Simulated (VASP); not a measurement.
Cs2InAgCl6, 10 atoms in the cell. Symmetry: Fm-3m, No. 225, cubic system. Conventional cell: a = 10.469 Å, b = 10.469 Å, c = 10.469 Å, α = 90.00°, β = 90.00°, γ = 90.00°. Cs (site symmetry -43m) is surrounded by 12 Cl at 3.70 Å. In (site symmetry m-3m) is surrounded by 6 Cl at 2.51 Å. Ag (site symmetry m-3m) is surrounded by 6 Cl at 2.72 Å. Cl (site symmetry 4mm) has 1 In at 2.51 Å and 1 Ag at 2.72 Å as nearest neighbours. 

- Program: VASP 6.6.1
- Task: single point
- Functional: PBEsol
- Potentials or basis: VASP PAW PBE potentials, release 64 (Cs_sv, In_d, Ag, Cl)
- Cutoff: 520 eV
- k mesh: 4 × 4 × 4
- Occupations: fermi-dirac, width 0.05 eV
- Spin: no spin polarisation
- Hubbard terms: Ag d U = 8 eV
- Further INCAR settings: ALGO = Normal; EDIFF = 1e-06

Potentials or basis: VASP PAW PBE potentials, release 64 (Cs_sv, In_d, Ag, Cl).

Command:

```console
$ cat potpaw_PBE.64/Cs_sv/POTCAR potpaw_PBE.64/In_d/POTCAR potpaw_PBE.64/Ag/POTCAR potpaw_PBE.64/Cl/POTCAR > POTCAR
$ mpirun -np 1 vasp_std > vasp.out
```

Hardware: 1 thread of Intel(R) Xeon(R) Platinum 8488C (Sapphire Rapids), with other jobs on the host.

**Question.** How long does it take, and how much memory?

**Answer.** It took 4.7 min on 1 thread of Intel(R) Xeon(R) Platinum 8488C (Sapphire Rapids), with other jobs on the host, peak memory 0.48 GiB. Counts: scf iterations 14, k points 8.
